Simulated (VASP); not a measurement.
## VASP inputs for LaN (zincblende)

INCAR

```
ISIF = 3
LASPH = .TRUE.
EDIFFG = -5E-3
SIGMA = 0.02
NELM = 120
LWAVE = .FALSE.
ISMEAR = -1
LCHARG = .FALSE.
EDIFF = 1E-7
IBRION = 2
LREAL = .FALSE.
NSW = 40
NBANDS = 15
ENCUT = 600
GGA = CA
PREC = Accurate
```

KPOINTS

```
KPOINTS created by Atomic Simulation Environment
0
Gamma
8 8 8
0 0 0
```

POSCAR

```
La N
 1.0000000000000000
     0.0000000000000000    2.8064594199353388    2.8064594199353388
     2.8064594199353388    0.0000000000000000    2.8064594199353388
     2.8064594199353388    2.8064594199353388    0.0000000000000000
 La  N
   1   1
Cartesian
  0.0000000000000000  0.0000000000000000 -0.0000000000000000
  1.4032297099676694  1.4032297099676694  1.4032297099676694
```

VASP ran with the recommended LDA PAW datasets (16 valence electrons in the cell).

Predict the results.

relaxed cell vector lengths 3.892, 3.892, 3.892 Å; relaxed cell volume 41.69 Å³.
